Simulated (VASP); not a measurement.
Data:

```xyz
3
Lattice="3.9849 0.0000 0.0000 -1.9924 3.4510 0.0000 0.0000 0.0000 3.8568" Properties=species:S:1:pos:R:3 pbc="T T T"
Dy     1.9924     1.1503     1.9284
Ni     0.0000     2.3007     0.0000
As     0.0000     0.0000     3.8568
```

The numbers are results of PBEsol GGA, VASP's PBE PAW potentials (set 64) (plane waves; VASP 6.6.1), not measurements. Run with 400 eV cut-off, Gaussian smearing of 0.050 eV, potentials Dy_3 Ni As.

The 4f electrons are frozen in the core of the lanthanide potential, so 4f levels, which can set the real gap, and their magnetism are missing.

Task: Give the energies of bands 5 to 15 at the high-symmetry points, in eV from the Fermi level.

Result: 
| band | Γ | M | K | A | L | H |
|---|---|---|---|---|---|---|
| 5 | -3.85 | -6.08 | -4.97 | -5.46 | -4.93 | -5.45 |
| 6 | -3.85 | -2.92 | -4.88 | -3.92 | -4.17 | -3.80 |
| 7 | -2.82 | -2.89 | -3.17 | -3.92 | -3.30 | -3.11 |
| 8 | -1.69 | -2.57 | -2.21 | -2.03 | -1.89 | -2.10 |
| 9 | -1.69 | -1.91 | -2.13 | -2.03 | -1.75 | -2.05 |
| 10 | -0.97 | -1.90 | -1.63 | -1.25 | -1.74 | -1.59 |
| 11 | -0.03 | -0.90 | -1.40 | 1.63 | -1.27 | -1.30 |
| 12 | -0.03 | -0.27 | 0.46 | 1.63 | -0.87 | -0.90 |
| 13 | 0.36 | 0.50 | 1.27 | 1.99 | -0.51 | -0.09 |
| 14 | 1.84 | 3.72 | 2.64 | 1.99 | 3.60 | 4.07 |
| 15 | 3.77 | 4.14 | 2.74 | 2.42 | 4.63 | 4.30 |

It has no gap at this level: it comes out as a metal or semimetal.

The structure comes from a computed database's DyNiAs entry (P-6m2); how it stands against other phases isn't given here. It was relaxed first. The run is not spin-polarised, so no magnetic state was tried.
